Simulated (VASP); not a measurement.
A convergence study with VASP on PtSe2 (1T layered): one setting is varied, all else stays as given below, so the limit is that of these other settings.

```
PtSe2
1.0
    1.86500    -3.23027     0.00000
    1.86500     3.23027     0.00000
    0.00000     0.00000     5.08000
Pt Se
1 2
Direct
  0.00000   0.00000   0.00000
  0.33333   0.66667   0.25500
  0.66667   0.33333   0.74500
```

Computed with PBE GGA, VASP's PBE PAW potentials (set 64) (plane waves; VASP). The tightest run used: 600 eV cut-off, 6×6×4 Γ-centred mesh, Gaussian smearing of 0.010 eV, potentials Pt Se.

| setting | highest Γ mode (cm⁻¹) | plane waves |
|---|---|---|
| ENCUT = 200 | 217.2 | 413 |
| ENCUT = 300 | 220.6 | 740 |
| ENCUT = 400 | 220.9 | 1128 |

**Question.** These are the cheaper rows. Estimate the results at ENCUT = 600, and how far the last row shown lies from them.

**Answer.** 
```
quantity               tightest run  last row shown is off by
---------------------  ------------  ------------------------
highest Γ mode (cm⁻¹)         221.0                       0.0
```

Left out are rungs that failed or repeat a setting and relaxations that didn't move; long series are thinned to 24 rows.

The compound is PtSe2 in the 1T layered structure. The cell was not relaxed at this level, forces remain on its atoms.
